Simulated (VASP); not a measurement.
Write the native input for VASP 6.6.1 that does the following.

```yaml
Task: single point
Functional: HSE06
Potentials_or_basis: VASP PAW PBE potentials, release 64 (Ga_d, As)
Cutoff: 520 eV
k_mesh: 6 × 6 × 6
Occupations: gaussian, width 0.02 eV
Spin: no spin polarisation
Grid_for_exact_exchange_PRECFOCK: Normal
Screening_parameter: 0.2 1/A
Further_INCAR_settings: ALGO = Normal; EDIFF = 1e-06; NBANDS = 16
```

The system is GaAs.

```
Ga As
1.0
     0.02512    2.87675    2.87675
     2.87675    0.02512    2.87675
     2.87675    2.87675    0.02512
Ga As
1 1
Direct
  0.00045 0.00045 0.00045
  0.24955 0.24955 0.24955
```

The cell was built by a generator and isn't the measured one.

The input as run:

POSCAR

```
GaAs
1.0
    0.0251244442      2.8767488887      2.8767488887
    2.8767488887      0.0251244442      2.8767488887
    2.8767488887      2.8767488887      0.0251244442
Ga As
1 1
Direct
    0.0004461000      0.0004461000      0.0004461000
    0.2495540000      0.2495540000      0.2495540000
```

INCAR.step1

```
  PREC = Accurate
  ENCUT = 520
  EDIFF = 1E-5
  ISMEAR = 0
  SIGMA = 0.02
  LREAL = False
  LASPH = True
  NELM = 60
  ALGO = Normal
  ISIF = 2
  LWAVE = True
  LCHARG = False
  NBANDS = 16
  GGA = PE
```

INCAR.step2

```
  PREC = Accurate
  ENCUT = 520
  EDIFF = 1E-6
  ISMEAR = 0
  SIGMA = 0.02
  LREAL = False
  LASPH = True
  NELM = 60
  ALGO = Normal
  ISIF = 2
  LWAVE = False
  LCHARG = False
  GGA = PE
  LHFCALC = True
  HFSCREEN = 0.2
  PRECFOCK = Normal
  NBANDS = 16
  ISTART = 1
```

KPOINTS

```
Automatic mesh
0
Gamma
  6 6 6
```

Potentials or basis: VASP PAW PBE potentials, release 64 (Ga_d, As).

The run is started by

```sh
$ cat potpaw_PBE.64/Ga_d/POTCAR potpaw_PBE.64/As/POTCAR > POTCAR
$ cp INCAR.step1 INCAR
$ mpirun -np 1 vasp_std > vasp.out
$ cp INCAR.step2 INCAR
$ mpirun -np 1 vasp_std > vasp.out
```

It gave:

The pressure is -1.8 GPa, the largest force is 0.009 eV/Å and the band gap on the k mesh is 1.06 eV, direct.

Caveat: the PAW data sets were made with another functional, which shifts forces and pressure a little.

It took 74 min on 1 thread of Intel(R) Xeon(R) Platinum 8375C CPU @ 2.90GHz (Ice Lake), on a shared host, peak memory 0.31 GiB.
